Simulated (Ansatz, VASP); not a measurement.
# Cross-check of TaSi2N4 (TaSi2N4 monolayer) between VASP and Ansatz

One calculation is typed for both programs; each brings its own data sets. How far apart do they land? Of the first pair: The structure shown is the start of the Ansatz relaxation below; VASP solves that cell, so the two are compared at the walk's first step.

Main program and level: Ansatz 0.2.0; plane waves, with VASP 6.6.1 beside it; single point at PBE with D3(BJ).

## 1. The structure

The cell holds 7 atoms: 4 N, 2 Si and 1 Ta. Cell: a = 2.920 Å, b = 2.920 Å, c = 45.628 Å, α = 90.0°, β = 90.0°, γ = 120.0°. Vacuum lies along c.

Coordinates:

```cif
data_structure
_symmetry_space_group_name_H-M 'P 1'
_symmetry_Int_Tables_number 1
_cell_length_a 2.9200
_cell_length_b 2.9200
_cell_length_c 45.6276
_cell_angle_alpha 90.000
_cell_angle_beta 90.000
_cell_angle_gamma 120.000
_cell_volume 336.92
loop_
_atom_site_label
_atom_site_type_symbol
_atom_site_fract_x
_atom_site_fract_y
_atom_site_fract_z
_atom_site_occupancy
N1 N 0.00000 0.00000 0.41970 1
N2 N 0.33333 0.66667 0.46834 1
N3 N 0.33333 0.66667 0.53166 1
N4 N 0.00000 0.00000 0.58030 1
Si5 Si 0.33333 0.66667 0.42999 1
Si6 Si 0.33333 0.66667 0.57001 1
Ta7 Ta 0.00000 0.00000 0.50000 1
```

## 2. Ansatz: relaxation, PBE with D3(BJ)

Ansatz runs on its default PAW (the set named soft_2) files.

The two programs are compared at the cell with which this relaxation starts, whose forces are those of its first step.

The input, input.yaml:

```yaml
crystal:
  lattice:
    - [2.92, 0.0, 0.0]
    - [-1.46, 2.5287941791, 0.0]
    - [0.0, 0.0, 45.6276474669]
  atoms:
    - { symbol: "N", position: [0.0, 0.0, 0.4197016735] }
    - { symbol: Si, position: [0.3333333333, 0.6666666667, 0.4299900032] }
    - { symbol: "N", position: [0.3333333333, 0.6666666667, 0.4683439421] }
    - { symbol: Ta, position: [0.0, 0.0, 0.5], spin: 1.0 }
    - { symbol: "N", position: [0.3333333333, 0.6666666667, 0.5316560579] }
    - { symbol: Si, position: [0.3333333333, 0.6666666667, 0.5700099968] }
    - { symbol: "N", position: [0.0, 0.0, 0.5802983265] }
  periodic: [true, true, false]
magnetization:
  spin_polarized: true
kpoints:
  mp_grid: { grid: [12, 12, 1] }
hamiltonian:
  xc: pbe
  dispersion: d3bj
scf:
  occupations: { method: fermi_dirac, width: 0.05 }
  convergence: { dr2_threshold: 1.0e-09 }
relax:
  f_tol: 0.004
  max_steps: 90
  cell: {}
output:
  write_potential: true
  write_density: true
  volumetric_format: npy
```

Started as:

```console
$ ansatz run input.yaml --threads 2 --pin off --max-ram 3072MiB --backend cpu --events-out ev --progress --plain --runs-dir out
```

Numbers of over 12 decimals in the logs are rounded to 6 here.

The log of the run:

```text
Warning: relax.cell: scf.convergence.dr2_threshold = 1e-9 eV is looser than the 2.3314109548e-10 eV advised for a relaxation that steers and ends on the stress (1e-10 eV for each atom of the cell: 7, times the square of relax.cell.stress_2d_tol = 0.05 N/m over 17.3 Å (the atoms' height at the walk's start and 5 Å past either face), 2.886e-2 GPa, over a crystal's default 0.05). What an SCF threshold leaves in a stress goes as its square root, and in the free energy as the threshold itself, and one threshold admits the most on a small cell: [figures from the program's tests cut] Set scf.convergence.dr2_threshold to 2.3314109548e-10 eV or tighter. [rest of the remark cut]
Engine: ansatz 0.2.0, aarch64-unknown-linux-gnu
Pseudopotentials: kind: paw
Pseudopotential: N, paw, valence charge 5, recommended cutoff 420 eV (normal), N.paw.azcp
Pseudopotential: Si, paw, valence charge 4, recommended cutoff 420 eV (normal), Si.paw.azcp
Pseudopotential: Ta, paw, valence charge 13, recommended cutoff 420 eV (normal), Ta.paw.azcp
Functional definition: PBE
  parameter kappa = 0.804
  parameter beta = 0.066725
  exchange = pbe_x(kappa = kappa, mu = beta*pi^2/3)
  correlation = pbe_c(beta = beta)
Crystal: 7 atoms, lattice volume = 336.918 Å³
Basis set: ecut = 420 eV, 6525 PW (Γ), exchange–correlation on 40×40×640 points (8 copies of the dense FFT grid, shifted against one another)
Bands: 28, of which v1, the nominal top of the filled ones, is band 21 counted from 1 (20 counted from 0)
Symmetry: 12 space group operations
Space group: P-6m2 (ITA 187), of the structure as read, at distance tolerance 7.0e-5 Å
Magnetic group: BNS 187.209 (UNI 1439), of the structure as read, at distance tolerance 7.0e-5 Å
k-points: 19 of 144 (time reversal used)
Non-local potential: N, projectors of the file, l = 0: 2, l = 1: 2, l = 2: 1
Non-local potential: Si, projectors of the file, l = 0: 2, l = 1: 2, l = 2: 2
Non-local potential: Ta, projectors of the file, l = 0: 3, l = 1: 2, l = 2: 2, l = 3: 1
PAW form: soft (Blöchl's): semilocal exchange-correlation on the pseudo side does not see the compensation charge
PAW one-centre angular grid: N, 110 points (default); XC on 64 Gauss nodes
PAW one-centre angular grid: Si, 110 points (default); XC on 64 Gauss nodes
PAW one-centre angular grid: Ta, 590 points (default); XC on 64 Gauss nodes
Initial density: superposition of atomic densities (neutral atoms: chi_scale 0, normalization atom)
Starting moments: Σ|m| = 1 μB on 1 of 7 sites
Initial wavefunctions: pseudopotential atomic-orbital guess
Functional: x = pbe(κ = 0.804, μ = 0.219515), c = pbe(β = 0.066725)
SCF iter   1: F=—  HF=-12755.171247 eV  |F-HF|=—  |Δ(HF+E_count)|=         —  Δρ=4.22e-2 (↑4.22e-2 ↓4.17e-2)  dr2=2.75e1  dr2_m=4.34e-2  M=0.741 μB ∫|m|=0.771 μB  β_m=0.30  ethr=3.10e-3  ⟨swp⟩=13.8  Hψ=9281  notcnv=0  defer=7
Mixer restart at iter 1: flushing history
preconditioner: auto → LDOS  [metal: Δε(μ)=0.046 eV  Ē_g=13.255 eV  σ=0.050 eV  W_gap=0.22  n_scr=26 (ndim 8)  ℏωp=11.6 eV  f_vac=0.752  D(μ)=1.22/eV (n_scr^D=10)]
spin=Collinear: LDOS preconditioning applied to the charge; magnetization (m = ρ↑ − ρ↓) channel mixes plain (no charge-response kernel on spin).
SCF iter   2: F=—  HF=-12748.600036 eV  |F-HF|=—  |Δ(HF+E_count)|=    6.57e0  Δρ=1.73e-2 (↑1.73e-2 ↓1.69e-2)  dr2=4.81e0  dr2_m=2.05e-2  M=0.744 μB ∫|m|=0.767 μB  β_m=0.39  ethr=3.10e-3  ⟨swp⟩=5.4  Hψ=3696  notcnv=0  defer=60
SCF iter   3: F=—  HF=-12747.587502 eV  |F-HF|=—  |Δ(HF+E_count)|=    1.01e0  Δρ=6.78e-3 (↑6.64e-3 ↓6.78e-3)  dr2=3.83e-1  dr2_m=5.26e-3  M=0.737 μB ∫|m|=0.748 μB  β_m=0.55  ethr=3.10e-3  ⟨swp⟩=4.8  Hψ=2945  notcnv=0  defer=61
SCF iter   4: F=—  HF=-12747.565087 eV  |F-HF|=—  |Δ(HF+E_count)|=   2.24e-2  Δρ=1.67e-3 (↑1.67e-3 ↓1.66e-3)  dr2=2.95e-2  dr2_m=7.73e-4  M=0.733 μB ∫|m|=0.737 μB  β_m=0.58  ethr=9.35e-4  ⟨swp⟩=3.2  Hψ=1967  notcnv=0  defer=61
SCF iter   5: F=—  HF=-12747.570054 eV  |F-HF|=—  |Δ(HF+E_count)|=         —  Δρ=6.06e-4 (↑6.06e-4 ↓5.68e-4)  dr2=1.01e-3  dr2_m=4.88e-4  M=0.710 μB ∫|m|=0.713 μB  β_m=0.58  ethr=7.20e-5  ⟨swp⟩=3.5  Hψ=2773  notcnv=0  defer=58
SCF iter   6: F=—  HF=-12747.570926 eV  |F-HF|=—  |Δ(HF+E_count)|=   8.71e-4  Δρ=3.27e-4 (↑3.15e-4 ↓3.27e-4)  dr2=2.85e-4  dr2_m=1.68e-4  M=0.710 μB ∫|m|=0.713 μB  β_m=0.79  ethr=2.47e-6  ⟨swp⟩=3.7  Hψ=2432  notcnv=0  defer=58
[...]
SCF iter   3: F=—  HF=-12748.354986 eV  |F-HF|=—  |Δ(HF+E_count)|=   2.15e-5  Δρ=8.21e-7 (↑8.21e-7 ↓8.14e-7)  dr2=3.05e-10  dr2_m=4.32e-11  M=0.694 μB ∫|m|=0.702 μB  β_m=0.63  ethr=5.18e-12  ⟨swp⟩=4.1  Hψ=2443  notcnv=0
iter 4 met the thresholds in force, and the SCF goes on: an eigenvalue changes by 2.30 meV, over its tolerance of 0.05 meV (output.eigenvalues, Limitations)
SCF iter   4: F=-12748.354997 eV  HF=-12748.354996 eV  |F-HF|=4.30e-7  |Δ(HF+E_count)|=   1.08e-5  Δρ=1.07e-7 (↑1.02e-7 ↓1.07e-7)  dr2=1.44e-11  dr2_m=1.64e-11  M=0.694 μB ∫|m|=0.702 μB  β_m=0.69  ethr=1.00e-12  ⟨swp⟩=17.4  Hψ=10619  notcnv=0
iter 5 met the thresholds in force, and the SCF goes on: an eigenvalue changes by 1.80 meV, over its tolerance of 0.05 meV (output.eigenvalues, Limitations)
SCF iter   5: F=-12748.354997 eV  HF=-12748.354997 eV  |F-HF|=6.33e-8  |Δ(HF+E_count)|=   3.67e-7  Δρ=6.23e-8 (↑5.38e-8 ↓6.23e-8)  dr2=2.91e-12  dr2_m=9.53e-12  M=0.694 μB ∫|m|=0.702 μB  β_m=1.00  ethr=1.00e-12  ⟨swp⟩=10.8  Hψ=7471  notcnv=0
Mixer restart at iter 5: flushing history
SCF iter   6: F=-12748.354997 eV  HF=-12748.354997 eV  |F-HF|=1.86e-10  |Δ(HF+E_count)|=   6.32e-8  Δρ=4.90e-8 (↑4.90e-8 ↓3.54e-8)  dr2=1.26e-11  dr2_m=4.56e-12  M=0.694 μB ∫|m|=0.702 μB  ethr=1.00e-12  ⟨swp⟩=10.5  Hψ=7586  notcnv=0
SCF 9 converged in 6 iterations: F = -12748.354997 eV  dr2 = 1.26e-11
relax step   9: F+E_penalty+E_count = -12748.35499677 eV  Δ(F+E_penalty+E_count) = -9.257e-5 eV  max|allowed force component| = 8.008e-5 eV/Å  Δτ_max = 0.0000 Å  P = +0.003 N/m  Ω = 344.008 Å³  fix = [c, alpha, beta]  reactions: c +0.000 N/m  stress off target by 2.91e-3 N/m on what of the cell is left free  SCF on the basis re-selected at this cell (its energy is not comparable with the rows above)  (6 SCF iters)
basis re-selected at this cell: Δ(F+E_penalty+E_count) = -9.257e-5 eV, ΔP = +0.001 N/m vs the last step (what re-selecting the basis moved, of the pressure what is left beyond the Pulay correction that the steps carried, after the strain that the cell walked since its last selection, with what the two solves' SCF thresholds leave and, on support functions, any second-order correction that the steps lacked; it is no m [...]
WARN: The output density's exchange-correlation potential varies sharply where the density is thin. Do not read a vacuum level from v_tot or v_xc, or from such a field of the output density. On a cell that repeats whose density bears no net charge and no dipole along the vacuum's axis use v_es (v_loc + v_h of the components); under efield.dipole_correction with no amplitude use v_es + v_field, which holds any externa [...]
SCF converged after 6 iterations
an eigenvalue changed by more than its tolerance at an iteration that met the thresholds in force, so the SCF went on 2 times, its first undamped step at iteration 5: the last check found none over its tolerance
Magnetization: 0.6944 μB (20.8472 up, 20.1528 down)
Absolute magnetization: 0.7024 μB (∫|ρ↑−ρ↓|, with the PAW one-centre terms)
Spin contamination: 0.0023 ħ² per cell (⟨S²⟩ above its minimum at these occupations)
Per-site moments (μB) at R_I (Å): [(0.00755843, 0.732819), (0.002697, 0.721586), (0.011293, 0.721586), (0.233465, 0.873377), (0.011293, 0.721586), (0.002697, 0.721586), (0.00755843, 0.732819)]
Free energy (F): -12748.354997 eV
Harris-Foulkes:  -12748.354997 eV  (|F-HF|=1.86e-10)
Internal energy: -12748.337525 eV  (E = F + TS)
E sigma→0 (E₀):  -12748.346261 eV
Entropy (-TS):   -0.017472 eV (-2.496 meV/atom)
Fermi energy:    -5.315108 eV
--- Per-component energies (eV) ---
  E_band       = -809.509126
  E_kinetic    = 990.489818
  E_local      = -177903.077425  (includes V_loc(G=0)·N_el)
  E_nonlocal   = 244.573354
  E_hartree    = 88332.827914
  E_xc         = -574.644568
  E_vxc        = -610.472932  (∫ρ·V_xc dr)
  E_paw        = -9933.108594  (= ΣΔE_a)
  E_vpaw       = -196.678025  (= ΣTr[D̂ρ^β])
  E_aug_tail   = 0.000614  (compensation charges beyond the density's cutoff)
  E_ewald      = 86096.403327
  E_disp       = -1.801965  (pairwise vdW)
  E_smearing   = -0.017472  (= −TS)
  E_closure    = -0.000000  (closes the sum)
  Σ components = -12748.354997   (vs F -12748.354997, Δ=0.00e0)
--- Forces (eV/Å), atoms counted from 1 ---
  atom   1  N     -0.00000000    -0.00000000    -0.00005432
  atom   2  Si     0.00000000     0.00000000     0.00008008
  atom   3  N     -0.00000000    -0.00000000    -0.00000090
  atom   4  Ta    -0.00000000    -0.00000000     0.00000000
  atom   5  N     -0.00000000    -0.00000000     0.00000090
  atom   6  Si     0.00000000     0.00000000    -0.00008008
  atom   7  N     -0.00000000    -0.00000000     0.00005432
  max |Σ_I F_I| component: 8.14e-16 eV/Å
--- 2D stress c σ (N/m, compression-positive) ---
        0.002906      -0.000000       0.000000
        0.000000       0.002906       0.000000
        0.000000       0.000000       0.000000
  P = ½ c Tr σ = 0.0029 N/m
--- Band table (eV; the first three rows and the last of 38) ---
  k-point 0 ↑: bands = [... 17 lower, -7.6245, -7.5312, -7.5312, -4.7726, -1.6855, -1.6846, -1.6803, -1.6803, ... 3 higher]
  k-point 1 ↑: bands = [... 17 lower, -7.7947, -7.6664, -7.4191, -4.8378, -2.1202, -1.6532, -1.5748, -1.0184, ... 3 higher]
  k-point 2 ↑: bands = [... 17 lower, -8.0732, -8.0042, -7.4712, -5.2463, -2.1363, -1.5471, -1.4843, -0.3365, ... 3 higher]
  k-point 18 ↓: bands = [... 17 lower, -9.3404, -7.4289, -6.6513, -4.5013, -1.6272, -1.2515, 0.0707, 0.4231, ... 3 higher]
  the weakly bound empty levels are not read free of the cell's end (no_gap_told)
--- Relaxed structure (7 steps of the walk, 7 accepted, 2 SCFs on fresh bases) ---
  F+E_penalty+E_count = -12748.35499677 eV   max|allowed force component| = 8.008e-5 eV/Å   (the final SCF, on the basis selected at the relaxed cell)
  cell:  # Å, volume = 344.0075 Å³
    - [2.950561, 0, 0.0]
    - [-1.475281, 2.555261, 0.0]
    - [0.0, 0.0, 45.6276474669]
  atoms:
    - { symbol: N, position: [1.0573552618554984e-17, -5.1357255561990634e-17, 0.423056] }
    - { symbol: Si, position: [0.333333, 0.666667, 0.434105] }
    - { symbol: N, position: [0.333333, 0.666667, 0.472443] }
    - { symbol: Ta, position: [1.0573552618555015e-17, -5.1357255561990634e-17, 0.5] }
    - { symbol: N, position: [0.333333, 0.666667, 0.527557] }
    - { symbol: Si, position: [0.333333, 0.666667, 0.565895] }
    - { symbol: N, position: [1.0573552618554984e-17, -5.1357255561990634e-17, 0.576944] }
```

[end of part 1 of 2]

[Lines on the potential files, build, host, timing and source positions are cut from VASP's logs without a mark.]

[Logs are printed without paths, hosts, clocks, repeated set-up lines and the standing remarks that a program may print on its own settings, such as how far it seeks lower states.]

[Hosts, paths, dates, database ids (printed as entryN), source tags and the programs' standing remarks are cut or masked in the printed files.]
